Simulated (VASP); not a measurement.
An input for Quantum ESPRESSO's pw.x (written as the equivalent of a VASP run, and not itself run):

```
&CONTROL
  calculation = 'scf'
  pseudo_dir = './pseudo'
  outdir = './out'
  tprnfor = .true.
  tstress = .true.
/
&SYSTEM
  ibrav = 0
  nat = 2
  ntyp = 2
  ecutwfc = 58
  occupations = 'smearing'
  smearing = 'gaussian'
  degauss = 0.003675
  input_dft = 'pw91'
/
&ELECTRONS
  conv_thr = 7.3e-09
  electron_maxstep = 100
/
ATOMIC_SPECIES
  Cs 132.905 Cs.upf
  Cl 35.450 Cl.upf
CELL_PARAMETERS angstrom
     4.2345811    0.0000000    0.0000000
     0.0000000    4.2345811    0.0000000
     0.0000000    0.0000000    4.2345811
ATOMIC_POSITIONS crystal
  Cs   0.0000000  0.0000000  0.0000000
  Cl   0.5000000  0.5000000  0.5000000
K_POINTS automatic
  6 6 6 0 0 0
```

Q: Translate this input to VASP (INCAR, KPOINTS, POSCAR, choice of POTCAR).

A: Several could match; the one computed here: 
KPOINTS:
```
kpoints
0
G
6 6 6
```

INCAR:
```
# general
SYSTEM  = CsCl
PREC    = Accurate
ENCUT   = 520
LREAL   = F
LASPH   = T

# electronic loop
EDIFF   = 1E-7
NELM    = 100
ALGO    = Normal
LMAXMIX = 4

# smearing
ISMEAR  = 0
SIGMA   = 0.05

# functional
GGA     = 91

# ions
ISIF    = 2

# output
LWAVE   = F
LCHARG  = F
```

**POSCAR**
```
CsCl
8.4691620
  0.5000000070   0.0000000000   0.0000000000
  0.0000000000   0.5000000070   0.0000000000
  0.0000000000   0.0000000000   0.5000000070
Cs Cl
1 1
Cartesian
  0.0000000000   0.0000000000   0.0000000000
  0.2500000035   0.2500000035   0.2500000035
```

POTCAR, in this order: Cs_sv Cl (PBE.64 set). Program: vasp_std.

What does not carry over: the potentials are each code's own (VASP's PAW set, PseudoDojo norm-conserving files in pw.x), so ENCUT and ecutwfc are chosen apart and not converted; conv_thr bounds pw.x's estimated SCF error, while EDIFF bounds the energy change between steps.

The compound is CsCl in the CsCl type structure. This cell is one point of a volume scan, at 1.03 of the reference volume.
